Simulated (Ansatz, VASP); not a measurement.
**TaGa2 in VASP and in Ansatz**

INCAR

```
PREC = Accurate
ENCUT = 520
EDIFF = 1E-6
ISMEAR = 0
SIGMA = 0.1
LREAL = F
LASPH = T
NELM = 80
ALGO = Normal
ISIF = 2
LWAVE = F
LCHARG = T
GGA = PE
LELF = T
LVHAR = T
NBANDS = 26
```

Contents of KPOINTS:

```
regular mesh
0
Gamma
  6 6 4
```

File POSCAR:

```
TaGa2
1.0
    2.8720528500      0.0000000000      0.0000000000
    0.0000000000      2.8720528500      0.0000000000
    0.0000000000      0.0000000000      5.9538788300
Ta Ga
1 2
Direct
    0.0000000000      0.0000000000      0.0000000000
    0.5000000000      0.5000000000      0.2843227100
    0.5000000000      0.5000000000      0.7156772900
```

Input for Ansatz:

```yaml
crystal:
  lattice:
    - [2.87205285, 0.0, 0.0]
    - [0.0, 2.87205285, 0.0]
    - [0.0, 0.0, 5.95387883]
  atoms:
    - { symbol: Ta, position: [0.0, 0.0, 0.0] }
    - { symbol: Ga, position: [0.5, 0.5, 0.28432271] }
    - { symbol: Ga, position: [0.5, 0.5, 0.71567729] }
basis:
  ecutwfc: 420
kpoints:
  mp_grid: { grid: [6, 6, 4] }
hamiltonian:
  xc: pbe
scf:
  occupations: { method: gaussian, width: 0.1 }
  lower_state_search: "off"
output:
  forces: true
  stress: true
  eigenvalues: true
```

Change from the starting cell: species swapped into the Ga2Cu type (P4/mmm, No. 123).

Alike in both runs: task single point; functional PBE; k mesh 6 × 6 × 4; occupations gaussian, width 0.1 eV; no spin polarisation.

|  | VASP | Ansatz |
| --- | --- | --- |
| version | VASP 6.6.1 | Ansatz 0.2.0 |
| potentials or method | VASP PAW PBE potentials, release 64 (Ta_pv, Ga_d) | scalar-relativistic, plane waves, PAW |
| plane-wave cutoff (eV) | 520 | 420 |
| valence electrons in the cell | 37 | 39 |

```csv
,VASP,Ansatz,Ansatz less VASP
gap on the k mesh at the Fermi level (eV),none,none,-
pressure (GPa),20.5,20.2,-0.37
largest component of the traceless stress (GPa),9.58,9.57,-0.008
rms of the force components (eV/Å),1.371,1.362,-0.0092
```

Atom by atom the forces differ by 0.009 eV/Å (rms over components). A gap of «none» marks a metal or a gap that the smearing closes. The two sets of potentials don't hold the same shells in valence.

Caveats: the k mesh is coarse (spacing up to 0.36 Å⁻¹), so the values aren't converged; so large a pressure means that the cell lies far from this level's equilibrium, or that cutoff or potentials fall short (VASP); forces of over 1 eV/Å show positions far from the minimum, so gaps and moduli don't describe the material at rest. Spin-orbit coupling is left out, which matters for the levels of Ta.
